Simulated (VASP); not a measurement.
Here is the system:

```yaml
crystal:
  lattice:
    - [0.00000, 3.21087, 3.21087]
    - [3.21087, 0.00000, 3.21087]
    - [3.21087, 3.21087, 0.00000]
  atoms:
    - { symbol: Sn, position: [0.00000, 0.00000, 0.00000] }
    - { symbol: S, position: [0.25000, 0.25000, 0.25000] }
```

Computed with PBEsol GGA, VASP's PBE PAW potentials (set 64) (plane waves; VASP). Run with 500 eV cut-off, 7×7×7 Γ-centred mesh, Gaussian smearing of 0.050 eV, potentials Sn_d S.

Estimate the energy per atom (σ→0).

| Property | Value |
|---|---|
| energy per atom (σ→0) | -4.423 eV/atom |

Total energies compare only between runs with the same potentials, cut-off and functional.

The structure was generated: SnS was put into the zinc blende type (F-43m), which need not be its known phase. It was relaxed first, which changed the volume by +48 %.
